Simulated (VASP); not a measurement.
Here is the system:

```yaml
crystal:
  lattice:
    - [0.00000, 2.53527, 2.53527]
    - [2.53527, 0.00000, 2.53527]
    - [2.53527, 2.53527, 0.00000]
  atoms:
    - { symbol: Be, position: [0.00000, 0.00000, 0.00000] }
    - { symbol: Se, position: [0.25000, 0.25000, 0.25000] }
```

Calculation: G0W0 on PBE orbitals, VASP's PBE PAW potentials (set 64) (plane waves; VASP). Run with PREC = Normal, 500 eV cut-off, 4×4×4 Γ-centred mesh, Gaussian smearing of 0.010 eV, potentials Be_sv_GW Se_GW.

The mesh is coarse and the basis finite, so the quasiparticle values are not converged.

NBANDS = 160, ENCUTGW = 200 eV, NOMEGA = 64. The PBE levels (eV) that the step starts from are:

| state | KS energy | filling |
|---|---|---|
| k1 (0.00, 0.00, 0.00), band 2 | -10.42 | 2 |
| k1 (0.00, 0.00, 0.00), band 3 | 3.65 | 2 |
| k1 (0.00, 0.00, 0.00), band 4 | 3.65 | 2 |
| k1 (0.00, 0.00, 0.00), band 5 | 3.65 | 2 |
| k1 (0.00, 0.00, 0.00), band 6 | 8.36 | 0 |
| k1 (0.00, 0.00, 0.00), band 7 | 8.62 | 0 |
| k1 (0.00, 0.00, 0.00), band 8 | 8.62 | 0 |
| k1 (0.00, 0.00, 0.00), band 9 | 8.62 | 0 |
| k5 (0.50, 0.25, 0.00), band 2 | -8.75 | 2 |
| k5 (0.50, 0.25, 0.00), band 3 | -1.47 | 2 |
| k5 (0.50, 0.25, 0.00), band 4 | 0.53 | 2 |
| k5 (0.50, 0.25, 0.00), band 5 | 1.53 | 2 |
| k5 (0.50, 0.25, 0.00), band 6 | 7.70 | 0 |
| k5 (0.50, 0.25, 0.00), band 7 | 10.87 | 0 |
| k5 (0.50, 0.25, 0.00), band 8 | 11.99 | 0 |
| k5 (0.50, 0.25, 0.00), band 9 | 12.27 | 0 |
| k7 (0.50, 0.50, 0.00), band 2 | -8.47 | 2 |
| k7 (0.50, 0.50, 0.00), band 3 | -1.61 | 2 |
| k7 (0.50, 0.50, 0.00), band 4 | 0.83 | 2 |
| k7 (0.50, 0.50, 0.00), band 5 | 0.83 | 2 |
| k7 (0.50, 0.50, 0.00), band 6 | 6.16 | 0 |
| k7 (0.50, 0.50, 0.00), band 7 | 7.89 | 0 |
| k7 (0.50, 0.50, 0.00), band 8 | 15.69 | 0 |
| k7 (0.50, 0.50, 0.00), band 9 | 15.69 | 0 |

Problem. Give the quasiparticle energies and renormalisation factors Z.

Solution. 
```
state                          QP energy (eV)     Z
-----------------------------  --------------  ----
k1 (0.00, 0.00, 0.00), band 2          -11.86  0.75
k1 (0.00, 0.00, 0.00), band 3            2.61  0.80
k1 (0.00, 0.00, 0.00), band 4            2.61  0.80
k1 (0.00, 0.00, 0.00), band 5            2.61  0.80
k1 (0.00, 0.00, 0.00), band 6            8.91  0.80
k1 (0.00, 0.00, 0.00), band 7            9.14  0.80
k1 (0.00, 0.00, 0.00), band 8            9.14  0.80
k1 (0.00, 0.00, 0.00), band 9            9.14  0.80
k5 (0.50, 0.25, 0.00), band 2           -9.99  0.75
k5 (0.50, 0.25, 0.00), band 3           -2.81  0.77
k5 (0.50, 0.25, 0.00), band 4           -0.67  0.78
k5 (0.50, 0.25, 0.00), band 5            0.38  0.79
k5 (0.50, 0.25, 0.00), band 6            8.02  0.80
k5 (0.50, 0.25, 0.00), band 7           11.26  0.80
k5 (0.50, 0.25, 0.00), band 8           12.57  0.78
k5 (0.50, 0.25, 0.00), band 9           12.85  0.79
k7 (0.50, 0.50, 0.00), band 2           -9.68  0.75
k7 (0.50, 0.50, 0.00), band 3           -3.00  0.77
k7 (0.50, 0.50, 0.00), band 4           -0.36  0.78
k7 (0.50, 0.50, 0.00), band 5           -0.36  0.78
k7 (0.50, 0.50, 0.00), band 6            6.39  0.81
k7 (0.50, 0.50, 0.00), band 7            8.16  0.80
k7 (0.50, 0.50, 0.00), band 8           16.46  0.77
k7 (0.50, 0.50, 0.00), band 9           16.46  0.77
```
On the mesh the gap opens from 2.50 to 3.78 eV.

The compound is BeSe in the zinc blende structure. This cell is one point of a volume scan, at 0.96 of the reference volume. The k-mesh is coarse (spacing up to 0.54 per Å, 2π included), so the numbers may not be converged in it.
